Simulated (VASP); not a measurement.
Here is the system:

```
CELL_PARAMETERS angstrom
      2.03762    -3.52927     0.00000
      2.03762     3.52927     0.00000
      0.00000     0.00000     5.13552
ATOMIC_POSITIONS crystal
  Se 0.00000 0.24645 0.66667
  Se 0.75355 0.75355 0.00000
  Se 0.24645 0.00000 0.33333
```

Method: PBE GGA with D3 dispersion (Becke-Johnson damping), VASP's PBE PAW potentials (set 64) (plane waves; VASP 6.6.1). Settings: 520 eV cut-off, 7×7×5 Γ-centred mesh, tetrahedra with Blöchl corrections, potentials Se.

Predict the energy per atom (σ→0).

The energy per atom (σ→0) is -3.831 eV/atom.

The absolute energy has meaning only against runs of the same code, potentials and settings.

The compound is Se in the trig structure. It was relaxed first, which changed the volume by -10 %.
